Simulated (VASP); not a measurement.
Here is a VASP 6.6.1 calculation.

INCAR

```
SYSTEM = AlN
PREC = Accurate
ENCUT = 520
EDIFF = 1E-7
ISMEAR = 0
SIGMA = 0.01
LREAL = .FALSE.
LASPH = .TRUE.
NELM = 100
ALGO = Normal
ISIF = 2
LWAVE = .FALSE.
LCHARG = .FALSE.
GGA = PE
NBANDS = 16
```

Contents of KPOINTS:

```
Automatic mesh
0
G
  12 12 6
  0 0 0
```

Contents of POSCAR:

```
AlN
1.0
    3.1066945035      0.0000000000      0.0000000000
   -1.5533472517      2.6904763619      0.0000000000
    0.0000000000      0.0000000000      4.9785885504
Al N
2 2
Direct
    0.3333333333      0.6666666667     -0.0007956040
    0.6666666667      0.3333333333      0.4992043960
    0.3333333333      0.6666666667      0.3807956040
    0.6666666667      0.3333333333      0.8807956040
```

Potentials or basis: VASP PAW PBE potentials, release 64 (Al, N).

The run is started by

```console
$ cat potpaw_PBE.64/Al/POTCAR potpaw_PBE.64/N/POTCAR > POTCAR
$ mpirun -np 1 vasp_std > vasp.out
```

Q: Predict the band gap on the k mesh.

A: 4.24 eV, direct.

Q: Estimate the largest force.

A: 0.009 eV/Å.

Q: Estimate the pressure.

A: 4.4 GPa.

Forces in eV/Å, atoms in the order of the input:
```
Al   0.000  0.000 -0.009
Al   0.000  0.000 -0.009
N    0.000  0.000  0.009
N    0.000  0.000  0.009
```

**Measured values to compare with.**

“Self-assembly of well-separated AlN nanowires directly on sputtered metallic TiN films”, 2019, arxiv:1910.07391 quotes, for a bulk crystal of AlN at 10 K: band gap 6.034 eV (an exciton energy, a little under the gap).

Against the measured gap of AlN, 6.034 eV (an exciton energy, a little under the gap; 10 K; quoted in “Self-assembly of well-separated AlN nanowires directly on sputtered metallic TiN films”, 2019, arxiv:1910.07391), the calculated 4.24 eV is off by -1.79 eV. 2 values of this kind are on record (6.034 to 6.0343 eV); this one was drawn at random. The value is that of PBE on a finite k mesh, which can miss the band edges, without temperature or zero-point motion. Semilocal functionals fall short of measured gaps as a rule.
